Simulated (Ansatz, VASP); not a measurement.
# Fe: VASP beside Ansatz, part 2 of 2

Aim: how closely do two programs agree when they are given the same cell, functional and k mesh? The cell is taken from a series of VASP runs on this material, whose earlier steps may have relaxed, scaled or displaced it; both programs get it as it stands. Other levels of theory on this material are compared in a session of their own.

VASP 6.6.1 and Ansatz 0.2.0.

So far. Step 2 (VASP: band structure, r2SCAN): The run ends at a pressure of -0.05 GPa.

### Step 3. Ansatz: band structure, r2SCAN

Level of this step: Ansatz beside VASP: Kohn-Sham DFT, plane waves, r2SCAN (Ansatz).

Ansatz runs on its default PAW (the set named soft_2) files.

The same cell, functional, mesh and smearing now go to Ansatz, which takes its cutoff from its data sets.

Contents of input.yaml:

```yaml
crystal:
  lattice:
    - [-1.4284040398, 1.4284040398, 1.4284040398]
    - [1.4284040398, -1.4284040398, 1.4284040398]
    - [1.4284040398, 1.4284040398, -1.4284040398]
  atoms:
    - { symbol: Fe, position: [0.0, 0.0, 0.0], spin: 2.677 }
hamiltonian:
  xc: r2scan
  pseudopotentials: { kind: paw }
magnetization:
  spin_polarized: true
kpoints:
  mp_grid: { grid: [11, 11, 11] }
  band_path:
    path:
      - [0.0, 0.0, 0.0]
      - [0.1, -0.1, 0.1]
      - [0.2, -0.2, 0.2]
      - [0.3, -0.3, 0.3]
      - [0.43333, -0.43333, 0.43333]
      - [0.5, -0.5, 0.5]
      - [0.4, -0.4, 0.5]
      - [0.3, -0.3, 0.5]
      - [0.16667, -0.16667, 0.5]
      - [0.06667, -0.06667, 0.5]
      - [0.0, 0.0, 0.5]
      - [0.0, 0.0, 0.36667]
      - [0.0, 0.0, 0.26667]
      - [0.0, 0.0, 0.16667]
      - [0.0, 0.0, 0.06667]
      - [0.01667, 0.01667, 0.01667]
      - [0.06667, 0.06667, 0.06667]
      - [0.11667, 0.11667, 0.11667]
      - [0.16667, 0.16667, 0.16667]
      - [0.23333, 0.23333, 0.23333]
      - [0.26667, 0.2, 0.26667]
      - [0.31667, 0.05, 0.31667]
      - [0.38333, -0.15, 0.38333]
      - [0.43333, -0.3, 0.43333]
      - [0.48333, -0.45, 0.48333]
      - [0.23333, 0.23333, 0.26667]
      - [0.16667, 0.16667, 0.33333]
      - [0.11667, 0.11667, 0.38333]
      - [0.06667, 0.06667, 0.43333]
      - [0.0, 0.0, 0.5]
    npoints: 1
scf:
  occupations: { method: methfessel_paxton, width: 0.2 }
  n_extra_bands: 9
output:
  forces: true
  stress: true
  eigenvalues: true
```

On the command line:

```console
ansatz run input.yaml --threads 2 --pin off --max-ram 4608MiB --backend cpu --events-out ev --progress --plain --runs-dir out
```

Numbers of over 12 decimals in the logs are rounded to 6 here.

Log:

```text
scf.n_extra_bands = 9 over 8 filled bands (N_el = 16.0): the run solves 17 bands
Engine: ansatz 0.2.0, aarch64-unknown-linux-gnu
Pseudopotentials: kind: paw
Pseudopotential: Fe, paw, valence charge 16, recommended cutoff 500 eV (meta_gga), Fe.paw.azcp
Functional definition: r2SCAN
  parameter k0 = 0.174
  parameter k1 = 0.065
  parameter a1 = 4.9479
  exchange = r2scan_x(k0 = k0, k1 = k1, a1 = a1)
  correlation = r2scan_c
Crystal: 1 atoms, lattice volume = 11.658 Å³
Basis set: ecut = 500 eV, 321 PW (Γ), exchange–correlation on 80×80×80 points (64 copies of the dense FFT grid, shifted against one another)
Bands: 17, of which v1, the nominal top of the filled ones, is band 8 counted from 1 (7 counted from 0)
Symmetry: 48 space group operations
Space group: Im-3m (ITA 229), of the structure as read, at distance tolerance 2.3e-5 Å
Magnetic group: BNS 229.140 (UNI 1642), of the structure as read, at distance tolerance 2.3e-5 Å
k-points: 56 of 1331
Non-local potential: Fe, projectors of the file, l = 0: 3, l = 1: 2, l = 2: 3, l = 3: 1
PAW form: soft (Blöchl's): semilocal exchange-correlation on the pseudo side does not see the compensation charge
PAW frozen core: Fe, regenerated for the run's functional (the file was generated under x = pbe(κ = 0.804, μ = 0.219515), c = pbe(β = 0.066725))
PAW one-centre angular grid: Fe, 590 points (default); XC on 160 Gauss nodes
Initial density: superposition of atomic densities (chi_scale 0.1, normalization cell)
Starting moments: Σ|m| = 2.677 μB on 1 of 1 site
Initial wavefunctions: pseudopotential atomic-orbital guess
Functional: x = r2scan, c = r2scan; τ floored in thin density (d = 2e-4 eV/Å³)
SCF iter   1: F=—  HF=-4485.632416 eV  |F-HF|=—  |Δ(HF+E_count)|=         —  Δρ=9.77e-2 (↑3.13e-2 ↓9.77e-2)  dr2=1.24e0  dr2_τ=5.70e-3  dr2_m=1.41e-1  M=2.538 μB ∫|m|=2.622 μB  β_m=1.00  ethr=3.10e-3  ⟨swp⟩=4.8  Hψ=8807  notcnv=0  defer=47
Mixer restart at iter 1: flushing history
preconditioner: auto → none  [metal: Δε(μ)=0.037 eV  Ē_g=21.982 eV  σ=0.200 eV  W_gap=0.10  n_scr=0 (ndim 8)  ℏωp=30.8 eV  f_vac=0.000  D(μ)=0.88/eV (n_scr^D=12)]
SCF iter   2: F=—  HF=-4485.312266 eV  |F-HF|=—  |Δ(HF+E_count)|=   3.20e-1  Δρ=4.26e-2 (↑4.26e-2 ↓1.97e-2)  dr2=3.81e-2  dr2_τ=4.57e-3  dr2_m=9.55e-2  M=2.597 μB ∫|m|=2.810 μB  β_m=1.00  ethr=3.10e-3  ⟨swp⟩=3.0  Hψ=4252  notcnv=0  defer=345  κ⁻¹=1.0e0(r=1)
SCF iter   3: F=—  HF=-4485.525115 eV  |F-HF|=—  |Δ(HF+E_count)|=         —  Δρ=2.13e-2 (↑2.13e-2 ↓1.13e-2)  dr2=9.86e-3  dr2_τ=4.83e-4  dr2_m=2.41e-2  M=2.637 μB ∫|m|=2.906 μB  β_m=1.00  ethr=2.38e-4  ⟨swp⟩=2.2  Hψ=3439  notcnv=0  defer=345
Mixer restart at iter 3: flushing history
SCF iter   4: F=—  HF=-4485.655866 eV  |F-HF|=—  |Δ(HF+E_count)|=   1.31e-1  Δρ=6.91e-3 (↑6.91e-3 ↓4.66e-3)  dr2=4.79e-3  dr2_τ=2.30e-4  dr2_m=4.56e-4  M=2.632 μB ∫|m|=2.928 μB  β_m=1.00  ethr=6.16e-5  ⟨swp⟩=2.4  Hψ=3211  notcnv=0  defer=345  κ⁻¹=1.0e0(r=1)
SCF iter   5: F=—  HF=-4485.783008 eV  |F-HF|=—  |Δ(HF+E_count)|=   1.27e-1  Δρ=4.22e-3 (↑4.22e-3 ↓3.96e-3)  dr2=3.25e-3  dr2_τ=1.16e-4  dr2_m=2.38e-5  M=2.627 μB ∫|m|=2.937 μB  β_m=1.00  ethr=3.00e-5  ⟨swp⟩=2.0  Hψ=3208  notcnv=0  defer=343  κ⁻¹=1.3e-2(r=2)
SCF iter   6: F=—  HF=-4485.891536 eV  |F-HF|=—  |Δ(HF+E_count)|=   1.09e-1  Δρ=2.36e-3 (↑1.77e-3 ↓2.36e-3)  dr2=1.24e-3  dr2_τ=2.55e-5  dr2_m=4.58e-5  M=2.616 μB ∫|m|=2.942 μB  β_m=1.00  ethr=2.03e-5  ⟨swp⟩=2.0  Hψ=3322  notcnv=0  defer=342  κ⁻¹=4.6e-3(r=3)
SCF iter   7: F=—  HF=-4485.902873 eV  |F-HF|=—  |Δ(HF+E_count)|=   1.13e-2  Δρ=1.18e-3 (↑1.18e-3 ↓8.19e-4)  dr2=2.01e-4  dr2_τ=4.94e-6  dr2_m=5.02e-5  M=2.612 μB ∫|m|=2.942 μB  β_m=1.00  ethr=7.77e-6  ⟨swp⟩=2.0  Hψ=3000  notcnv=0  defer=342  κ⁻¹=1.3e-3(r=4)
SCF iter   8: F=—  HF=-4485.903129 eV  |F-HF|=—  |Δ(HF+E_count)|=   2.56e-4  Δρ=3.30e-4 (↑3.30e-4 ↓1.44e-4)  dr2=2.83e-6  dr2_τ=8.58e-8  dr2_m=5.47e-6  M=2.612 μB ∫|m|=2.942 μB  β_m=1.00  ethr=1.25e-6  ⟨swp⟩=2.2  Hψ=2676  notcnv=0  defer=342  κ⁻¹=2.4e-4(r=5)
SCF iter   9: F=—  HF=-4485.896457 eV  |F-HF|=—  |Δ(HF+E_count)|=         —  Δρ=2.44e-4 (↑2.44e-4 ↓2.34e-4)  dr2=4.50e-6  dr2_τ=1.25e-7  dr2_m=4.51e-6  M=2.609 μB ∫|m|=2.943 μB  β_m=1.20  ethr=1.77e-8  ⟨swp⟩=2.5  Hψ=2647  notcnv=0  defer=342
Mixer restart at iter 9: flushing history
iteration 9: the input's own smearing fills from here on; a Gaussian of 0.2 eV has filled iterations ahead of it
SCF iter  10: F=—  HF=-4485.896470 eV  |F-HF|=—  |Δ(HF+E_count)|=   1.22e-5  S|Δr|=    0.00e0  Δρ=1.45e-4 (↑1.06e-4 ↓1.45e-4)  dr2=6.10e-7  dr2_τ=3.60e-8  dr2_m=1.09e-6  M=2.609 μB ∫|m|=2.944 μB  β_m=1.20  ethr=1.77e-8  ⟨swp⟩=2.0  Hψ=2460  notcnv=0  defer=342  κ⁻¹=1.0e0(r=1)
SCF iter  11: F=—  HF=-4485.896470 eV  |F-HF|=—  |Δ(HF+E_count)|=   6.79e-7  S|Δr|=    0.00e0  Δρ=6.82e-5 (↑5.65e-5 ↓6.82e-5)  dr2=4.00e-7  dr2_τ=9.42e-9  dr2_m=6.65e-9  M=2.609 μB ∫|m|=2.945 μB  β_m=1.20  ethr=3.81e-9  ⟨swp⟩=1.7  Hψ=1811  notcnv=0  defer=342  κ⁻¹=1.1e-1(r=2)
SCF iter  12: F=—  HF=-4485.896472 eV  |F-HF|=—  |Δ(HF+E_count)|=   1.83e-6  S|Δr|=    0.00e0  Δρ=4.99e-5 (↑4.15e-5 ↓4.99e-5)  dr2=2.10e-7  dr2_τ=4.81e-9  dr2_m=1.24e-8  M=2.609 μB ∫|m|=2.945 μB  β_m=1.20  ethr=2.50e-9  ⟨swp⟩=2.2  Hψ=1974  notcnv=0  defer=342  κ⁻¹=4.5e-3(r=3)
SCF iter  13: F=-4485.896474 eV  HF=-4485.896474 eV  |F-HF|=6.85e-8  |Δ(HF+E_count)|=   2.04e-6  S|Δr|=    0.00e0  Δρ=7.44e-6 (↑7.06e-6 ↓7.44e-6)  dr2=6.40e-9  dr2_τ=2.17e-10  dr2_m=6.12e-10  M=2.609 μB ∫|m|=2.945 μB  ethr=6.25e-10  ⟨swp⟩=7.3  Hψ=9203  notcnv=0
SCF 1 converged in 13 iterations: F = -4485.896474 eV  dr2 = 6.40e-9
  greatest PAW one-centre occupation: 1.005 electrons in one spin orbital (limit 2), on the Fe atom at site 0 (counted from 0), in its partial waves of l = 1
this state was not tested for a lower state beside it, because cold or Methfessel-Paxton smearing, or corrected tetrahedra, fill the levels in a way that the test cannot read (fill_not_monotonic; see scf.lower_state_search)
NSCF: frozen V_eff on 30 k-points
SCF converged after 13 iterations
Magnetization: 2.6086 μB (9.3043 up, 6.6957 down)
Absolute magnetization: 2.9456 μB (∫|ρ↑−ρ↓|, with the PAW one-centre terms)
Spin contamination: 0.1259 ħ² per cell (⟨S²⟩ above its minimum at these occupations)
Per-site moments (μB) at R_I (Å): [(2.768473, 1.020553)]
Free energy (F): -4485.896474 eV
Harris-Foulkes:  -4485.896474 eV  (|F-HF|=6.85e-8)
Internal energy: -4485.897043 eV  (E = F + TS)
E sigma→0 (E₀):  -4485.896616 eV
Entropy (-TS):   0.000569 eV (0.569 meV/atom)
Fermi energy:    17.915268 eV
--- Per-component energies (eV) ---
  E_band       = -241.716649
  E_kinetic    = 348.974254
  E_local      = -2098.786011  (includes V_loc(G=0)·N_el)
  E_nonlocal   = 223.139343
  E_hartree    = 881.278249
  E_xc         = -112.984875
  E_vxc        = -167.728074  (∫ρ·V_xc dr)
  E_paw        = -1379.269183  (= ΣΔE_a)
  E_vpaw       = -321.944763  (= ΣTr[D̂ρ^β])
  E_aug_tail   = 0.000254  (compensation charges beyond the density's cutoff)
  E_vtau       = 12.073207  (kinetic-family band-sum trace: ∫τ·v_τ [+ j·A + Jᵃ·Aᵃ] dr)
  E_ewald      = -2347.959598
  E_core_change = -0.289475  (= ΣΔE_core)
  E_smearing   = 0.000569  (= −TS)
  E_closure    = 0.000000  (closes the sum)
  Σ components = -4485.896474   (vs F -4485.896474, Δ=0.00e0)
--- Forces (eV/Å), atoms counted from 1 ---
  atom   1  Fe    -0.00000000     0.00000000    -0.00000000
  max |Σ_I F_I| component: 1.40e-31 eV/Å
--- Stress (GPa, compression-positive) ---
        0.907639       0.000000       0.000000
       -0.000000       0.907639       0.000000
       -0.000000      -0.000000       0.907639
  P = ⅓ Tr σ = 0.9076 GPa (9.076 kbar)
--- Band table (eV; the first three rows and the last of 112) ---
  k-point 0 ↑: bands = [... 4 lower, 9.3188, 14.8929, 14.8929, 14.8929, 16.1059, 16.1059, 42.9577, 42.9577, ... 5 higher]
  k-point 1 ↑: bands = [... 4 lower, 9.6639, 14.8072, 14.8881, 15.0698, 16.0259, 16.1127, 40.9853, 42.4617, ... 5 higher]
  k-point 2 ↑: bands = [... 4 lower, 10.6281, 14.5822, 14.8422, 15.5643, 15.9189, 16.1365, 37.0200, 40.8001, ... 5 higher]
  k-point 55 ↓: bands = [... 4 lower, 15.2263, 15.2859, 20.8623, 20.8623, 21.0248, 27.2416, 28.5920, 28.5920, ... 5 higher]
```

Wall time 4 s (2 threads of Arm Neoverse V1, shared host); peak memory 0.31 GiB; 7.2 s of CPU time.

### Step 4. Comparison

Known differences besides the potentials themselves: VASP keeps PBE cores, Ansatz makes them for the functional; the data sets hold 16 valence electrons in Ansatz (default PAW (the set named soft_2) files) and 8 in VASP; the cutoff is 500 eV in Ansatz and 400 eV in VASP; site moments are counted in spheres of each program's own size. Total energies have different zeros and are not compared.

The two programs side by side:

```
                                        quantity  Ansatz   VASP  difference
                                  pressure (GPa)    0.91  -0.05       +0.96
pressure without Ansatz's Pulay correction (GPa)    0.69  -0.05       +0.74
                               total moment (μB)    2.61   2.61        0.00
                              moment on Fe1 (μB)    2.77   2.68       +0.09
```

Ansatz's pressure holds a Pulay correction of 0.21 GPa; VASP's holds none.

### Step 5. What came out

```yaml
difference_in_total_moment_band_structure_r2scan: 7.7e-4 μB
difference_in_pressure_band_structure_r2scan: 0.96 GPa
```

**Reading.** The difference in pressure is 0.96 GPa (band structure, r2SCAN), at about the 1 GPa picked in this series as the mark of a large difference. 8 further runs of this series are not shown here. How closely two codes agree says nothing of how well the functional describes the real material.

[Lines on the potential files, build, host, timing and source positions are cut from VASP's logs without a mark.]

[Logs are printed without paths, hosts, clocks, repeated set-up lines and the standing remarks that a program may print on its own settings, such as how far it seeks lower states.]

[Hosts, paths, dates, database ids (printed as entryN), source tags and the programs' standing remarks are cut or masked in the printed files.]
